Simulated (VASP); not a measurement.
OSZICAR of a VASP run on LiC64:

### OSZICAR
```
       N       E                     dE             d eps       ncg     rms          rms(c)
DAV:   1    -0.678826735741E+03   -0.67883E+03   -0.84852E+00   322   0.806E+00    0.405E+00
DAV:   2    -0.678849129992E+03   -0.22394E-01   -0.11954E-01   364   0.830E-01    0.245E+00
DAV:   3    -0.678831718888E+03    0.17411E-01   -0.12706E-02   364   0.291E-01    0.134E+00
DAV:   4    -0.678826734153E+03    0.49847E-02   -0.41715E-03   364   0.172E-01    0.710E-01
DAV:   5    -0.678825375963E+03    0.13582E-02   -0.10505E-03   356   0.881E-02    0.380E-01
DAV:   6    -0.678824987588E+03    0.38838E-03   -0.25372E-04   364   0.447E-02    0.203E-01
DAV:   7    -0.678824874137E+03    0.11345E-03   -0.62795E-05   347   0.230E-02    0.109E-01
DAV:   8    -0.678824840608E+03    0.33529E-04   -0.14947E-05   211   0.120E-02    0.607E-02
DAV:   9    -0.678824831037E+03    0.95709E-05   -0.56734E-06   211   0.817E-03
   1 F= -.67882483E+03 E0= -.67882483E+03  d E =-.592350E-13
```

Question: Which electronic solver shows in the log?

Answer: It is blocked Davidson (ALGO = Normal, or the opening steps of other solvers). The INCAR had ALGO = Normal.

Question: Can the final energy be trusted as converged?

Answer: The calculation finished and met its thresholds. It stopped with EDIFF = 1E-5, NELM = 50 (HSE06 screened hybrid, plane waves, VASP's PBE PAW potentials (set 64)).  The cell is charged, with a uniform compensating background. The supercell is sampled at Γ alone, which is coarse: total energies, pressure and levels can be off, energies of defects by several tenths of an eV.

The cell is a supercell with a defect, built from C (diamond): Li_i, charge +1. The cell's shape comes from a PBE relaxation. The run is not spin-polarised, so no state with unpaired spins was tried.
